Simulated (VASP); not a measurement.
Given:

```
CELL_PARAMETERS angstrom
      4.03627    -2.17706     0.01272
      4.03627     2.17706     0.01272
      2.85074     0.00000     3.59229
ATOMIC_POSITIONS crystal
  Sb 0.23179 0.23179 0.23179
  Sb 0.76821 0.76821 0.76821
```

Method: r2SCAN meta-GGA with spin-orbit coupling, VASP's PBE PAW potentials (set 64) (plane waves; VASP 6.6.1). Run with 400 eV cut-off, 7×7×7 Γ-centred mesh, Gaussian smearing of 0.050 eV, potentials Sb.

Problem. What does the run give for the energy per atom (σ→0), band gap (over mesh and band path) with the smallest direct gap where there is one?

Solution. 
```json
{
  "band gap (over mesh and band path)": "0.07 eV",
  "smallest direct gap (over mesh and band path)": "0.23 eV",
  "energy per atom (σ→0)": "-25.768 eV/atom"
}
```

Only differences to runs with the same potentials and settings are physical.

The compound is Sb in the a7 structure. It was relaxed first.
